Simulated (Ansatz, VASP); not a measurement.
# BP (zincblende BP) in two plane-wave programs

Aim: how closely do two programs agree when they are given the same cell, functional and k mesh? The cell is taken from a series of runs on this material, whose earlier steps may have relaxed, scaled, displaced or heated it; both programs get it as it stands.

Calculated with Ansatz 0.2.0; plane waves, with VASP 6.6.1 beside it; single point at HSE06.

### 1. Set-up

The structure is cubic, space group F-43m (No. 216). The conventional cell has a = 4.540 Å, b = 4.540 Å, c = 4.540 Å, α = 90.00°, β = 90.00°, γ = 90.00°. B has 4 P at 1.97 Å nearest. Nearest to P lie 4 B at 1.97 Å. Farther neighbours are not listed.

### 2. VASP: single point, HSE06

With cell and atoms fixed, the geometry can't cause a difference; cores, projectors, grids and the points listed under the comparison can.

Lines of VASP's logs that name or quote its potential files are left out, and so is its time.

The run reads the wave functions of an earlier VASP run, which isn't shown here.

The input, INCAR:

```
SYSTEM = BP
PREC = Accurate
ENCUT = 420
EDIFF = 1E-06
NELM = 100
ISMEAR = 0
SIGMA = 0.01
LREAL = .FALSE.
ALGO = Normal
LHFCALC = .TRUE.
AEXX = 0.25
GGA = PE
HFSCREEN = 0.208
LASPH = .TRUE.
NBANDS = 10
PRECFOCK = Fast
LORBIT = 11
LWAVE = .FALSE.
LCHARG = .FALSE.
KPAR = 8
ISIF = 2
```

The input, POSCAR:

```
BP
1.0
    0.0000000000      2.2700000000      2.2700000000
    2.2700000000      0.0000000000      2.2700000000
    2.2700000000      2.2700000000      0.0000000000
B P
1 1
Direct
    0.0000000000      0.0000000000      0.0000000000
    0.2500000000      0.2500000000      0.2500000000
```

The input, KPOINTS:

```
Automatic mesh
0
Gamma
8 8 8
0 0 0
```

PAW data sets: B and P (PBE family, release 64).

Launch:

```bash
$ mpirun -np 8 vasp_std
```

Numbers of over 12 decimals in the logs are rounded to 6 here.

The program printed:

```text
[banner, memory and clock lines left out]
running    8 mpi-ranks, on    1 nodes
 distrk:  each k-point on    1 cores,    8 groups
 distr:  one band on    1 cores,    1 groups

 POSCAR found type information on POSCAR B P
 POSCAR found :  2 types and       2 ions
|                                                                             |
|           W    W    AA    RRRRR   N    N  II  N    N   GGGG   !!!           |
|           W    W   A  A   R    R  NN   N  II  NN   N  G    G  !!!           |
|           W    W  A    A  R    R  N N  N  II  N N  N  G       !!!           |
|           W WW W  AAAAAA  RRRRR   N  N N  II  N  N N  G  GGG   !            |
|           WW  WW  A    A  R   R   N   NN  II  N   NN  G    G                |
|           W    W  A    A  R    R  N    N  II  N    N   GGGG   !!!           |
|                                                                             |
|     For optimal performance we recommend to set                             |
|       NCORE = 2 up to number-of-cores-per-socket                            |
|     NCORE specifies how many cores store one orbital (NPAR=cpu/NCORE).      |
|     This setting can greatly improve the performance of VASP for DFT.       |
|     The default, NCORE=1 might be grossly inefficient on modern             |
|     multi-core architectures or massively parallel machines. Do your        |
|     Unfortunately you need to use the default for GW and RPA                |
|     calculations (for HF NCORE is supported but not extensively tested      |
|     yet).                                                                   |
|                                                                             |

 LDA part: xc-table for (Slater+PW92), standard interpolation
 found WAVECAR, reading the header
 POSCAR, INCAR and KPOINTS ok, starting setup
 FFT: planning ... GRIDC
 FFT: planning ... GRID_SOFT
 FFT: planning ... GRID
 reading WAVECAR
 the WAVECAR file was read successfully
 initial charge from wavefunction
 entering main loop
       N       E                     dE             d eps       ncg     rms          rms(c)
DAV:   1    -0.148349560984E+02   -0.14835E+02   -0.25981E-01   624   0.344E+00    0.161E+00
DAV:   2    -0.148364790513E+02   -0.15230E-02   -0.41688E-03   698   0.457E-01    0.106E+00
DAV:   3    -0.148361338492E+02    0.34520E-03   -0.21861E-04   690   0.114E-01    0.603E-01
DAV:   4    -0.148360065663E+02    0.12728E-03   -0.43868E-05   650   0.519E-02    0.338E-01
DAV:   5    -0.148359619007E+02    0.44666E-04   -0.13619E-05   654   0.292E-02    0.188E-01
DAV:   6    -0.148359479736E+02    0.13927E-04   -0.40565E-06   690   0.157E-02    0.105E-01
DAV:   7    -0.148359429403E+02    0.50334E-05   -0.14596E-06   396   0.957E-03    0.588E-02
DAV:   8    -0.148359412633E+02    0.16770E-05   -0.56979E-07   314   0.593E-03    0.323E-02
DAV:   9    -0.148359406792E+02    0.58415E-06   -0.20803E-07   308   0.352E-03
   1 F= -.14835941E+02 E0= -.14835941E+02  d E =-.852889E-14
```

Parts of OUTCAR (step 2):

```text
ion  position               nearest neighbor table
   1  0.000  0.000  0.000-   2 1.97   2 1.97   2 1.97   2 1.97
   2  0.250  0.250  0.250-   1 1.97   1 1.97   1 1.97   1 1.97

  LATTYP: Found a face centered cubic cell.
 ALAT       =     4.5400000000

 Subroutine GETGRP returns: Found 24 space group operations
 (whereof 24 operations were pure point group operations)

The static configuration has the point symmetry T_d .

 Found     29 irreducible k-points:

   k-points           NKPTS =     29   k-points in BZ     NKDIM =    512   number of bands    NBANDS=     10

   dimension x,y,z NGX =    24 NGY =   24 NGZ =   24
   dimension x,y,z NGXF=    48 NGYF=   48 NGZF=   48

   ENCUT  =  420.0 eV  30.87 Ry    5.56 a.u.   5.36  5.36  5.36*2*pi/ulx,y,z

   NELECT =       8.0000    total number of electrons

 k-points in reciprocal lattice and weights: Automatic mesh
   0.00000000  0.00000000  0.00000000       0.002
   0.12500000  0.00000000  0.00000000       0.016
   0.25000000  0.00000000  0.00000000       0.016
   0.37500000  0.00000000  0.00000000       0.016
   0.50000000  0.00000000  0.00000000       0.008
   0.12500000  0.12500000  0.00000000       0.012
   0.25000000  0.12500000  0.00000000       0.047
   0.37500000  0.12500000  0.00000000       0.047
   0.50000000  0.12500000  0.00000000       0.047
[...]
-0.37500000  0.50000000  0.12500000       0.023
  -0.25000000  0.50000000  0.25000000       0.012

  exchange ACFDT corr.  =         0.00000000  see jH, gK, PRB 81, 115126

 average (electrostatic) potential at core
       1 -21.8045       2 -77.8195

 E-fermi :   7.0389

 k-point     1 :       0.0000    0.0000    0.0000
  band No.  band energies     occupation
      1     -10.0913      2.00000
      2       6.9919      2.00000
      3       6.9919      2.00000
      4       6.9919      2.00000
      5      11.3215      0.00000
      6      11.3215      0.00000
      7      11.3215      0.00000
      8      15.6513      0.00000
      9      19.5764      0.00000
    ...

 k-point     2 :       0.1250    0.0000    0.0000
  band No.  band energies     occupation
      1      -9.7831      2.00000
      2       4.9941      2.00000
      3       6.5405      2.00000
      4       6.5405      2.00000
      5      11.8634      0.00000
      6      11.9530      0.00000
      7      11.9530      0.00000
      8      16.4780      0.00000
      9      19.4492      0.00000
    ...

 k-point     3 :       0.2500    0.0000    0.0000
  band No.  band energies     occupation
      1      -8.8778      2.00000
      2       1.6709      2.00000
      3       5.7833      2.00000
      4       5.7833      2.00000
      5      11.9423      0.00000
      6      12.7854      0.00000
      7      12.7854      0.00000
      8      17.9801      0.00000
      9      19.1889      0.00000
    ...

  Total       -0.3401690     -0.3401690     -0.3401690      0.0000000      0.0000000     -0.0000000
  in kB      -23.2968799    -23.2968799    -23.2968799      0.0000000      0.0000000     -0.0000000
  external PRESSURE =     -23.2968799 kB  Pullay stress =       0.0000000 kB

  energy-cutoff  :      420.00
  volume of cell :       23.39
      direct lattice vectors                 reciprocal lattice vectors
     0.000000000  2.270000000  2.270000000    -0.220264317  0.220264317  0.220264317
     2.270000000  0.000000000  2.270000000     0.220264317 -0.220264317  0.220264317
     2.270000000  2.270000000  0.000000000     0.220264317  0.220264317 -0.220264317

 POSITION                                       TOTAL-FORCE (eV/Angst)
 -----------------------------------------------------------------------------------
      0.00000      0.00000      0.00000         0.000000      0.000000     -0.000000
      1.13500      1.13500      1.13500        -0.000000     -0.000000      0.000000
 -----------------------------------------------------------------------------------
    total drift:                               -0.000000     -0.000000     -0.000000

  FREE ENERGIE OF THE ION-ELECTRON SYSTEM (eV)
  ---------------------------------------------------
  free  energy   TOTEN  =       -14.8359406792 eV

  energy  without entropy=      -14.8359406792  energy(sigma->0) =      -14.83594068

 total charge
# of ion       s       p       d       tot
------------------------------------------
    1        0.668   1.270   0.000   1.938
    2        0.990   1.589   0.000   2.580
--------------------------------------------------
tot          1.659   2.860   0.000   4.518

[... 3 further parts left out ...]
```

The run ends at a pressure of -2.33 GPa.

### 3. Ansatz: single point, HSE06

Ansatz runs on its default PAW (the set named soft_2) files.

The same cell, functional and mesh now go to Ansatz, which takes its cutoff from its data sets.

The input, input.yaml:

```yaml
crystal:
  lattice:
    - [0.0, 2.27, 2.27]
    - [2.27, 0.0, 2.27]
    - [2.27, 2.27, 0.0]
  atoms:
    - { symbol: B, position: [0.0, 0.0, 0.0] }
    - { symbol: P, position: [0.25, 0.25, 0.25] }
kpoints:
  mp_grid: { grid: [8, 8, 8] }
hamiltonian:
  xc: hse06
scf:
  occupations: { method: fixed }
  convergence: { dr2_threshold: 1.0e-08 }
output:
  eigenvalues: true
checkpoint:
  write: bulk-hse.run
  compress: false
  write_wavefunctions: false
```

Launch:

```bash
$ ansatz run input.yaml --threads 4 --pin off --max-ram 8192MiB --backend cpu --events-out ev --progress --plain --runs-dir out
```

The program printed:

```text
Engine: ansatz 0.2.0, aarch64-unknown-linux-gnu
Pseudopotentials: kind: paw
Pseudopotential: B, paw, valence charge 3, recommended cutoff 420 eV (normal), B.paw.azcp
Pseudopotential: P, paw, valence charge 5, recommended cutoff 420 eV (normal), P.paw.azcp
Functional definition: HSE06
  parameter a = 0.25
  parameter omega = 0.11/bohr
  exchange = pbe_x - a*pbe_x_sr(omega) + a*exact_x_sr(omega)
  correlation = pbe_c
davidson cushion auto → on  (no smearing: the cushion is to keep the highest requested band from converging to the state above it; pin scf.eigensolver.cushion to override)
Crystal: 2 atoms, lattice volume = 23.394 Å³
Basis set: ecut = 420 eV, 459 PW (Γ)
Bands: 8, of which v1, the nominal top of the filled ones, is band 4 counted from 1 (3 counted from 0)
Symmetry: 24 space group operations
Space group: F-43m (ITA 216), of the structure as read, at distance tolerance 2.9e-5 Å
k-points: 29 of 512 (time reversal used)
Non-local potential: B, projectors of the file, l = 0: 2, l = 1: 2, l = 2: 1
Non-local potential: P, projectors of the file, l = 0: 2, l = 1: 2, l = 2: 2
PAW form: soft (Blöchl's): semilocal exchange-correlation on the pseudo side does not see the compensation charge
PAW frozen core: B, regenerated for the run's functional, and the local potential with it (the file was generated under x = pbe(κ = 0.804, μ = 0.219515), c = pbe(β = 0.066725))
PAW frozen core: P, regenerated for the run's functional, and the local potential with it (the file was generated under x = pbe(κ = 0.804, μ = 0.219515), c = pbe(β = 0.066725))
PAW one-centre angular grid: B, 110 points (default); XC on 64 Gauss nodes
PAW one-centre angular grid: P, 110 points (default); XC on 64 Gauss nodes
Initial density: superposition of atomic densities (neutral atoms: chi_scale 0, normalization atom), corrected by the library's trained network
Initial wavefunctions: pseudopotential atomic-orbital guess
Functional: x = pbe(κ = 0.804, μ = 0.219515), c = pbe(β = 0.066725), warm-up for x = pbe(κ = 0.804, μ = 0.219515) + 0.25 (exact − pbe) at short range (hse, ω = 0.207870 Å⁻¹), c = pbe(β = 0.066725); HSE06 as pw.x's `hse` composes it (authors' and Libxc's form: `xc: wpbeh`)
SCF iter   1: F=—  HF=-912.440524 eV  |F-HF|=—  |Δ(HF+E_count)|=         —  Δρ=1.16e-3  dr2=1.67e-4  ethr=1.77e-3  ⟨swp⟩=6.5  Hψ=1236  notcnv=0
preconditioner: auto → none  [insulator: Δε(μ)=1.266 eV  Ē_g=12.795 eV  n_scr=0 (ndim 8)  ℏωp=21.7 eV  f_vac=0.000]
SCF iter   2: F=-912.440631 eV  HF=-912.440601 eV  |F-HF|=3.06e-5  |Δ(HF+E_count)|=   7.70e-5  Δρ=5.14e-4  dr2=2.23e-5  ethr=2.09e-6  ⟨swp⟩=3.9  Hψ=833  notcnv=0  defer=1
SCF 1 stopped early in 2 iterations: F = -912.440631 eV  dr2 = 2.23e-5
  greatest PAW one-centre occupation: 0.774 electrons in one spin orbital (limit 2), on the P atom at site 1 (counted from 0), in its partial waves of l = 0
Initial density: handed on by an earlier stage of this run
Initial wavefunctions: those handed on with the density
Functional: x = pbe(κ = 0.804, μ = 0.219515) + 0.25 (exact − pbe) at short range (hse, ω = 0.207870 Å⁻¹), c = pbe(β = 0.066725); HSE06 as pw.x's `hse` composes it (authors' and Libxc's form: `xc: wpbeh`)
Exchange kernel: α = 0.2500, screened, ω = 0.2079 Å⁻¹, Wigner–Seitz truncation, v(0) = 1046.8282 eV·Å³, q-mesh 8×8×8, nearest image of the exchange supercell L = 25.68 Å, pair-density grid 12×12×12, without the augmentation charges, whose exchange is taken in its separable form by FFT convolution over the k-point mesh (sized by the pseudopotential files, 18×18×18 at the most), smooth part of the exact exchange by density-matrix convolution
Frozen-core exchange: fock
SCF iter   1: F=—  HF=-913.127996 eV  |F-HF|=—  |Δ(HF+E_count)|=         —  Δρ=4.33e-3  dr2=2.59e-3  ethr=2.78e-6  ⟨swp⟩=6.3  Hψ=1273  notcnv=0
preconditioner: auto → none  [insulator: Δε(μ)=1.947 eV  Ē_g=14.583 eV  n_scr=0 (ndim 8)  ℏωp=21.7 eV  f_vac=0.000]
SCF iter   2: F=—  HF=-913.126940 eV  |F-HF|=—  |Δ(HF+E_count)|=   1.06e-3  Δρ=1.93e-3  dr2=6.05e-4  ethr=2.78e-6  ⟨swp⟩=3.0  Hψ=811  notcnv=0
SCF iter   3: F=—  HF=-913.128912 eV  |F-HF|=—  |Δ(HF+E_count)|=   1.97e-3  Δρ=6.53e-4  dr2=5.30e-5  ethr=2.78e-6  ⟨swp⟩=3.1  Hψ=776  notcnv=0
iter 4 solved again at ethr=1.35e-8 eV; its pass at ethr=5.93e-7 eV (dr2=1.08e-6 eV) is discarded
SCF iter   4: F=—  HF=-913.128895 eV  |F-HF|=—  |Δ(HF+E_count)|=   1.79e-5  Δρ=9.77e-5  dr2=4.64e-6  ethr=1.35e-8  ⟨swp⟩=2.9  Hψ=1215  notcnv=0
SCF iter   5: F=-913.128922 eV  HF=-913.128923 eV  |F-HF|=6.22e-7  |Δ(HF+E_count)|=   2.85e-5  Δρ=8.32e-5  dr2=1.22e-6  ethr=1.35e-8  ⟨swp⟩=3.5  Hψ=817  notcnv=0
SCF 2 stopped early in 5 iterations: F = -913.128922 eV  dr2 = 1.22e-6
  greatest PAW one-centre occupation: 0.770 electrons in one spin orbital (limit 2), on the P atom at site 1 (counted from 0), in its partial waves of l = 0
hybrid outer 1: dexx = +2.381e-3 eV, tail = 3.75e-6 eV
Exchange kernel: α = 0.2500, screened, ω = 0.2079 Å⁻¹, Wigner–Seitz truncation, v(0) = 1046.8282 eV·Å³, q-mesh 8×8×8, nearest image of the exchange supercell L = 25.68 Å, pair-density grid 12×12×12, without the augmentation charges, whose exchange is taken in its separable form by FFT convolution over the k-point mesh (sized by the pseudopotential files, 18×18×18 at the most), smooth part of the exact exchange by density-matrix convolution
Frozen-core exchange: fock
SCF iter   1: F=—  HF=-913.128913 eV  |F-HF|=—  |Δ(HF+E_count)|=         —  Δρ=1.48e-5  dr2=4.78e-8  ethr=2.34e-7  ⟨swp⟩=2.2  Hψ=586  notcnv=0
preconditioner: auto → none  [insulator: Δε(μ)=2.001 eV  Ē_g=14.594 eV  n_scr=0 (ndim 8)  ℏωp=21.7 eV  f_vac=0.000]
iter 2 solved again at ethr=1.85e-11 eV; its pass at ethr=5.70e-10 eV (dr2=1.48e-9 eV) is discarded
SCF iter   2: F=-913.128913 eV  HF=-913.128913 eV  |F-HF|=7.55e-10  |Δ(HF+E_count)|=   4.79e-9  Δρ=4.77e-6  dr2=3.78e-9  ethr=1.85e-11  ⟨swp⟩=2.1  Hψ=1395  notcnv=0
SCF 3 converged in 2 iterations: F = -913.128913 eV  dr2 = 3.78e-9
hybrid outer 2: dexx = +2.375e-8 eV, tail = 7.97e-9 eV, Δε = 1.69e-3 eV (about 1.20e-4 eV left of the loop's levels)
hybrid SCF converged: 2 outer / 7 inner (+2 warm-up), last move |dexx| = 2.38e-8 eV, tail = 7.97e-9 eV
Stability not checked: this state was not tested for a lower state beside it, because the functional holds exact exchange (a hybrid, or Hartree-Fock), whose exchange loop this test does not read (fock_operator; see scf.lower_state_search)
Free energy (F): -913.128913 eV
Frozen-core exchange: fock
Harris-Foulkes:  -913.128913 eV  (|F-HF|=7.55e-10)
Internal energy: -913.128913 eV  (E = F + TS)
E sigma→0 (E₀):  -913.128913 eV
Fermi energy:    8.833358 eV
--- Per-component energies (eV) ---
  E_band       = 13.409102
  E_kinetic    = 121.369475
  E_local      = -66.984527  (includes V_loc(G=0)·N_el)
  E_nonlocal   = 44.268963
  E_hartree    = 17.008254
  E_xc         = -77.430994
  E_vxc        = -81.545127  (∫ρ·V_xc dr)
  E_exx        = -13.729125  (= α·E_x^exact, valence–valence)
  E_paw        = -652.177001  (= ΣΔE_a)
  E_vpaw       = -10.257836  (= ΣTr[D̂ρ^β])
  E_aug_tail   = 0.000001  (compensation charges beyond the density's cutoff)
  E_ewald      = -285.365751
  E_core_change = -0.088209  (= ΣΔE_core)
  E_smearing   = -0.000000  (= −TS)
  E_closure    = 0.000000  (closes the sum)
  Σ components = -913.128913   (vs F -913.128913, Δ=0.00e0)
--- Band table (eV; the first three rows and the last of 29) ---
  k-point 0: bands = ["-8.2455", "8.8334", "8.8334", "8.8334", "13.1696", "13.1696", "13.1696", "17.4952"]
  k-point 1: bands = ["-7.9374", "6.8378", "8.3825", "8.3825", "13.7075", "13.7992", "13.7992", "18.3206"]
  k-point 2: bands = ["-7.0323", "3.5145", "7.6254", "7.6254", "13.7844", "14.6282", "14.6282", "19.8181"]
  k-point 28: bands = ["-2.5565", "-0.1750", "2.6490", "2.8677", "15.1570", "16.5877", "17.3456", "17.5434"]
```

Reading the cycles: dr2 is the Hartree energy of the density residual (eV), the measure of convergence; HF is the Harris–Foulkes estimate of the energy, which meets the free energy F at convergence.

### 4. Comparison

Known differences besides the potentials themselves: exact exchange at q = 0 is treated differently, which shows on coarse meshes; VASP keeps PBE cores, Ansatz makes them for the functional; fixed occupations in Ansatz, narrow Gaussian smearing in VASP; VASP takes a coarser grid for exact exchange (PRECFOCK = Fast). Total energies have different zeros and are not compared.

The two programs side by side:

```csv
quantity,Ansatz,VASP,difference
gap on the k mesh (eV),2.001,1.996,+0.005
```

A gap on the mesh is an upper bound, since the band edges may lie between its points.

### 5. Summary of results

```json
{"difference in gap on the k mesh (single point, HSE06)": "0.0050 eV"}
```

The difference in gap on the k mesh is 0.0050 eV (single point, HSE06), within the 0.08 eV picked in this series as the mark of a large difference. How closely two codes agree says nothing of how well the functional describes the real material.

[Lines on the potential files, build, host, timing and source positions are cut from VASP's logs without a mark.]

[Logs are printed without paths, hosts, clocks, repeated set-up lines and the standing remarks that a program may print on its own settings, such as how far it seeks lower states.]

[Hosts, paths, dates, database ids (printed as entryN), source tags and the programs' standing remarks are cut or masked in the printed files.]
